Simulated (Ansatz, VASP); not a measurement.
# Fe in two plane-wave programs, part 2 of 2

Aim: how closely do two programs agree when they are given the same cell, functional and k mesh?

VASP 6.6.1 and Ansatz 0.2.0.

So far: Starting point; VASP: relaxation of cell and atoms, PBEsol.

## 3. Ansatz: relaxation of cell and atoms, PBEsol

Level of this step: Ansatz beside VASP: Kohn-Sham DFT, plane waves, PBEsol (Ansatz).

Ansatz runs on its default PAW (the set named soft_2) files.

The same cell, functional, mesh and smearing now go to Ansatz, which takes its cutoff from its data sets.

File input.yaml:

```yaml
crystal:
  lattice:
    - [-1.3911892647, 1.3911892647, 1.3911892647]
    - [1.3911892647, -1.3911892647, 1.3911892647]
    - [1.3911892647, 1.3911892647, -1.3911892647]
  atoms:
    - { symbol: Fe, position: [0.0, 0.0, 0.0], spin: 3.0 }
hamiltonian:
  xc: pbesol
  pseudopotentials: { kind: paw }
magnetization:
  spin_polarized: true
kpoints:
  mp_grid: { grid: [16, 16, 16] }
scf:
  occupations: { method: methfessel_paxton, width: 0.15 }
relax:
  f_tol: 0.01
  max_steps: 60
  cell: { stress_tol: 0.05 }
output:
  forces: true
  stress: true
```

Run with:

```console
$ ansatz run input.yaml --threads 4 --pin off --max-ram 9216MiB --backend cpu --events-out ev --progress --plain --runs-dir out
```

Numbers of over 12 decimals in the logs are rounded to 6 here.

Output:

```text
Engine: ansatz 0.2.0, aarch64-unknown-linux-gnu
Pseudopotentials: kind: paw
Pseudopotential: Fe, paw, valence charge 16, recommended cutoff 420 eV (normal), Fe.paw.azcp
Functional definition: PBEsol
  exchange = pbesol_x
  correlation = pbesol_c
Crystal: 1 atoms, lattice volume = 10.770 Å³
Basis set: ecut = 420 eV, 201 PW (Γ), exchange–correlation on 36×36×36 points (8 copies of the dense FFT grid, shifted against one another)
Bands: 14, of which v1, the nominal top of the filled ones, is band 8 counted from 1 (7 counted from 0)
Symmetry: 48 space group operations
Space group: Im-3m (ITA 229), of the structure as read, at distance tolerance 2.2e-5 Å
Magnetic group: BNS 229.140 (UNI 1642), of the structure as read, at distance tolerance 2.2e-5 Å
k-points: 145 of 4096
Non-local potential: Fe, projectors of the file, l = 0: 3, l = 1: 2, l = 2: 3, l = 3: 1
PAW form: soft (Blöchl's): semilocal exchange-correlation on the pseudo side does not see the compensation charge
PAW frozen core: Fe, regenerated for the run's functional, and the local potential with it (the file was generated under x = pbe(κ = 0.804, μ = 0.219515), c = pbe(β = 0.066725))
PAW one-centre angular grid: Fe, 590 points (default); XC on 64 Gauss nodes
Initial density: superposition of atomic densities (chi_scale 0.1, normalization cell)
Starting moments: Σ|m| = 3 μB on 1 of 1 site
Initial wavefunctions: pseudopotential atomic-orbital guess
Functional: x = pbesol(κ = 0.804, μ = 0.123457), c = pbesol(β = 0.046)
SCF iter   1: F=—  HF=-4448.771894 eV  |F-HF|=—  |Δ(HF+E_count)|=         —  Δρ=1.08e-1 (↑1.08e-1 ↓7.05e-2)  dr2=1.94e0  dr2_m=1.44e-1  M=2.412 μB ∫|m|=2.455 μB  β_m=0.30  ethr=3.10e-3  ⟨swp⟩=4.8  Hψ=19645  notcnv=0
Mixer restart at iter 1: flushing history
preconditioner: auto → none  [metal: Δε(μ)=0.021 eV  Ē_g=15.264 eV  σ=0.150 eV  W_gap=0.08  n_scr=0 (ndim 8)  ℏωp=32.0 eV  f_vac=0.000  D(μ)=0.88/eV (n_scr^D=12)]
SCF iter   2: F=—  HF=-4448.056400 eV  |F-HF|=—  |Δ(HF+E_count)|=   7.15e-1  Δρ=2.37e-2 (↑2.37e-2 ↓2.22e-2)  dr2=2.69e-2  dr2_m=3.57e-2  M=2.472 μB ∫|m|=2.539 μB  β_m=0.29  ethr=3.10e-3  ⟨swp⟩=3.4  Hψ=10283  notcnv=0  defer=347
SCF iter   3: F=—  HF=-4448.453402 eV  |F-HF|=—  |Δ(HF+E_count)|=         —  Δρ=4.95e-2 (↑4.95e-2 ↓4.84e-2)  dr2=3.59e-3  dr2_m=2.34e-1  M=2.148 μB ∫|m|=2.204 μB  β_m=0.29  ethr=1.68e-4  ⟨swp⟩=2.2  Hψ=7925  notcnv=0  defer=348
Mixer restart at iter 3: flushing history
SCF iter   4: F=—  HF=-4448.591086 eV  |F-HF|=—  |Δ(HF+E_count)|=   1.38e-1  Δρ=3.83e-2 (↑3.20e-2 ↓3.83e-2)  dr2=3.73e-3  dr2_m=1.21e-1  M=2.136 μB ∫|m|=2.199 μB  β_m=0.64  ethr=2.25e-5  ⟨swp⟩=2.5  Hψ=6260  notcnv=0  defer=348
SCF iter   5: F=—  HF=-4448.870262 eV  |F-HF|=—  |Δ(HF+E_count)|=   2.79e-1  Δρ=2.73e-2 (↑2.73e-2 ↓6.46e-3)  dr2=5.11e-2  dr2_m=1.70e-2  M=2.038 μB ∫|m|=2.118 μB  β_m=0.52  ethr=2.25e-5  ⟨swp⟩=3.1  Hψ=8819  notcnv=0  defer=336
SCF iter   6: F=—  HF=-4448.851910 eV  |F-HF|=—  |Δ(HF+E_count)|=   1.84e-2  Δρ=4.83e-3 (↑4.83e-3 ↓2.75e-3)  dr2=4.83e-3  dr2_m=1.63e-4  M=2.078 μB ∫|m|=2.159 μB  β_m=0.62  ethr=2.25e-5  ⟨swp⟩=2.0  Hψ=9604  notcnv=0  defer=349
SCF iter   7: F=—  HF=-4448.851548 eV  |F-HF|=—  |Δ(HF+E_count)|=   3.62e-4  Δρ=8.07e-4 (↑4.78e-4 ↓8.07e-4)  dr2=1.36e-4  dr2_m=4.99e-6  M=2.071 μB ∫|m|=2.153 μB  β_m=0.81  ethr=2.25e-5  ⟨swp⟩=1.2  Hψ=4450  notcnv=0  defer=343
SCF iter   8: F=—  HF=-4448.851589 eV  |F-HF|=—  |Δ(HF+E_count)|=   4.10e-5  Δρ=2.40e-4 (↑2.40e-4 ↓4.25e-5)  dr2=4.64e-6  dr2_m=1.09e-6  M=2.069 μB ∫|m|=2.150 μB  β_m=0.91  ethr=8.47e-7  ⟨swp⟩=2.3  Hψ=5303  notcnv=0  defer=341
SCF iter   9: F=—  HF=-4448.845699 eV  |F-HF|=—  |Δ(HF+E_count)|=         —  Δρ=2.57e-4 (↑2.57e-4 ↓1.01e-4)  dr2=5.34e-7  dr2_m=2.77e-6  M=2.069 μB ∫|m|=2.150 μB  β_m=0.91  ethr=2.90e-8  ⟨swp⟩=2.3  Hψ=5183  notcnv=0  defer=341
Mixer restart at iter 9: flushing history
iteration 9: the input's own smearing fills from here on; a Gaussian of 0.15 eV has filled iterations ahead of it
SCF iter  10: F=—  HF=-4448.845701 eV  |F-HF|=—  |Δ(HF+E_count)|=   2.74e-6  S|Δr|=    0.00e0  Δρ=1.19e-4 (↑1.19e-4 ↓8.87e-5)  dr2=8.35e-8  dr2_m=1.05e-6  M=2.069 μB ∫|m|=2.149 μB  β_m=0.95  ethr=6.25e-10  ⟨swp⟩=2.7  Hψ=13864  notcnv=0
SCF iter  11: F=—  HF=-4448.845702 eV  |F-HF|=—  |Δ(HF+E_count)|=   7.39e-7  S|Δr|=    0.00e0  Δρ=8.17e-5 (↑3.52e-5 ↓8.17e-5)  dr2=8.78e-7  dr2_m=7.16e-8  M=2.069 μB ∫|m|=2.149 μB  β_m=0.94  ethr=5.22e-10  ⟨swp⟩=4.1  Hψ=12123  notcnv=0
SCF iter  12: F=—  HF=-4448.845703 eV  |F-HF|=—  |Δ(HF+E_count)|=   6.28e-7  S|Δr|=    0.00e0  Δρ=1.67e-4 (↑1.67e-4 ↓5.70e-5)  dr2=3.20e-6  dr2_m=3.49e-7  M=2.068 μB ∫|m|=2.149 μB  β_m=0.69  ethr=5.22e-10  ⟨swp⟩=2.6  Hψ=6514  notcnv=0  defer=341  recentre
SCF iter  13: F=-4448.845702 eV  HF=-4448.845702 eV  |F-HF|=1.85e-9  |Δ(HF+E_count)|=   7.59e-7  S|Δr|=    0.00e0  Δρ=7.24e-6 (↑2.66e-6 ↓7.24e-6)  dr2=4.22e-9  dr2_m=9.33e-10  M=2.068 μB ∫|m|=2.149 μB  ethr=5.22e-10  ⟨swp⟩=2.7  Hψ=14190  notcnv=0
SCF 1 converged in 13 iterations: F = -4448.845702 eV  dr2 = 4.22e-9
  greatest PAW one-centre occupation: 1.002 electrons in one spin orbital (limit 2), on the Fe atom at site 0 (counted from 0), in its partial waves of l = 1
relax step   1: F+E_penalty+E_count = -4448.84570205 eV  Δ(F+E_penalty+E_count) = +0.000e0 eV  max|allowed force component| = 0.000e0 eV/Å  Δτ_max = 0.0000 Å  P = +0.701 GPa  Ω = 10.770 Å³  (13 SCF iters, dr2 threshold 1.00e-7 eV, accepted)
[...]
relax step   2: F+E_penalty+E_count = -4448.84574670 eV  Δ(F+E_penalty+E_count) = -4.464e-5 eV  max|allowed force component| = 0.000e0 eV/Å  Δτ_max = 0.0000 Å  P = +0.310 GPa  Ω = 10.788 Å³  energy of the carried Pulay correction = -1.286e-5 eV  (5 SCF iters, dr2 threshold 1.00e-7 eV, accepted)
[...]
relax step   3: F+E_penalty+E_count = -4448.84575056 eV  Δ(F+E_penalty+E_count) = -3.862e-6 eV  max|allowed force component| = 0.000e0 eV/Å  Δτ_max = 0.0000 Å  P = +0.002 GPa  Ω = 10.803 Å³  energy of the carried Pulay correction = -2.310e-5 eV  (5 SCF iters, dr2 threshold 1.00e-7 eV, accepted)
[...]
relax step   4: F+E_penalty+E_count = -4448.84577558 eV  Δ(F+E_penalty+E_count) = -2.502e-5 eV  max|allowed force component| = 0.000e0 eV/Å  Δτ_max = 0.0000 Å  P = +0.004 GPa  Ω = 10.803 Å³  stress off target by 3.66e-3 GPa  SCF on the basis re-selected at this cell (its energy is not comparable with the rows above)  (5 SCF iters)
basis re-selected at this cell: Δ(F+E_penalty+E_count) = -2.502e-5 eV, ΔP = +0.002 GPa vs the last step (what re-selecting the basis moved, of the pressure what is left beyond the Pulay correction that the steps carried, after the strain that the cell walked since its last selection, with what the two solves' SCF thresholds leave and, on support functions, any second-order correction that the steps lacked; it is no measure of the basis error at this ecutwfc). This SCF's stress stands 3.66e-3 GPa from its target on what of the cell is left free (relax.cell.stress_tol is 5.00e-2 GPa) and its largest allowed force component is 0.00e0 eV/Å (relax.f_tol is 1.00e-2 eV/Å): [rest of the remark cut]
SCF converged after 5 iterations
Stability not checked: this state was not tested for a lower state beside it, because cold or Methfessel-Paxton smearing, or corrected tetrahedra, fill the levels in a way that the test cannot read (fill_not_monotonic; see scf.lower_state_search)
Magnetization: 2.0731 μB (9.0365 up, 6.9635 down)
Absolute magnetization: 2.1544 μB (∫|ρ↑−ρ↓|, with the PAW one-centre terms)
Spin contamination: 0.0272 ħ² per cell (⟨S²⟩ above its minimum at these occupations)
Per-site moments (μB) at R_I (Å): [(2.097950, 0.994973)]
Free energy (F): -4448.845776 eV
Harris-Foulkes:  -4448.845776 eV  (|F-HF|=1.82e-12)
Internal energy: -4448.845036 eV  (E = F + TS)
E sigma→0 (E₀):  -4448.845591 eV
Entropy (-TS):   -0.000740 eV (-0.740 meV/atom)
Fermi energy:    19.600637 eV
--- Per-component energies (eV) ---
  E_band       = -195.701136
  E_kinetic    = 352.318452
  E_local      = -2001.429665  (includes V_loc(G=0)·N_el)
  E_nonlocal   = 218.895199
  E_hartree    = 841.756919
  E_xc         = -117.765359
  E_vxc        = -152.293517  (∫ρ·V_xc dr)
  E_paw        = -1334.475478  (= ΣΔE_a)
  E_vpaw       = -296.706339  (= ΣTr[D̂ρ^β])
  E_aug_tail   = 0.000774  (compensation charges beyond the density's cutoff)
  E_ewald      = -2408.325080
  E_core_change = 0.179202  (= ΣΔE_core)
  E_smearing   = -0.000740  (= −TS)
  E_closure    = -0.000000  (closes the sum)
  Σ components = -4448.845776   (vs F -4448.845776, Δ=0.00e0)
--- Forces (eV/Å), atoms counted from 1 ---
  atom   1  Fe    -0.00000000     0.00000000    -0.00000000
  max |Σ_I F_I| component: 2.47e-31 eV/Å
--- Stress (GPa, compression-positive) ---
        0.003665       0.000000       0.000000
        0.000000       0.003665      -0.000000
        0.000000      -0.000000       0.003665
  P = ⅓ Tr σ = 0.0037 GPa (0.037 kbar)
--- Relaxed structure (3 steps of the walk, 3 accepted, 1 SCFs on fresh bases) ---
  F+E_penalty+E_count = -4448.84577558 eV   max|allowed force component| = 0.000e0 eV/Å   (the final SCF, on the basis selected at the relaxed cell)
  cell:  # Å, volume = 10.8029 Å³
    - [-1.392601, 1.392601, 1.392601]
    - [1.392601, -1.392601, 1.392601]
    - [1.392601, 1.392601, -1.392601]
  atoms:
    - { symbol: Fe, position: [0.0, 0.0, 0.0] }
```

Wall time 6.4 s (4 threads of Arm Neoverse V1, shared host); peak memory 0.35 GiB; 17 s of CPU time.

## 4. Side by side

Known differences besides the potentials themselves: both relaxations stop at a tolerance, which leaves soft axes loose, and VASP keeps its plane-wave basis; the data sets hold 16 valence electrons in Ansatz (default PAW (the set named soft_2) files) and 8 in VASP; the cutoff is 420 eV in Ansatz and 350 eV in VASP; Ansatz makes its cores anew for this functional, VASP keeps those of its PBE data sets; Ansatz adds a Pulay correction to the stress that steers its cell, VASP none; site moments are counted in spheres of each program's own size. Total energies have different zeros and are not compared.

Compared:

```csv
quantity,Ansatz,VASP,difference
volume (Å³),10.80,10.77,+0.30 %
"edge a after relaxation, in the typed setting (Å)",2.412,2.410,+0.10 %
total moment (μB),2.07,2.08,-0.01
moment on Fe1 (μB),2.10,2.06,+0.03
```

The walks stopped with 0.00 GPa left in Ansatz and 0.11 GPa in VASP; each walk ends within a tolerance, so the volume difference is uncertain by about these residues over the bulk modulus, most in soft cells.

## 5. Summary of results

```yaml
difference_in_volume_relaxation_of_cell_and_atoms_pbesol: 0.30 %
```

**Reading.** The difference in volume is 0.30 % (relaxation of cell and atoms, PBEsol), within the 1.2 % picked in this series as the mark of a large difference, as far as the stopping tolerances let one tell. How closely two codes agree says nothing of how well the functional describes the real material.

[Lines on the potential files, build, host, timing and source positions are cut from VASP's logs without a mark.]

[Logs are printed without paths, hosts, clocks, repeated set-up lines and the standing remarks that a program may print on its own settings, such as how far it seeks lower states.]

[Hosts, paths, dates, database ids (printed as entryN), source tags and the programs' standing remarks are cut or masked in the printed files.]
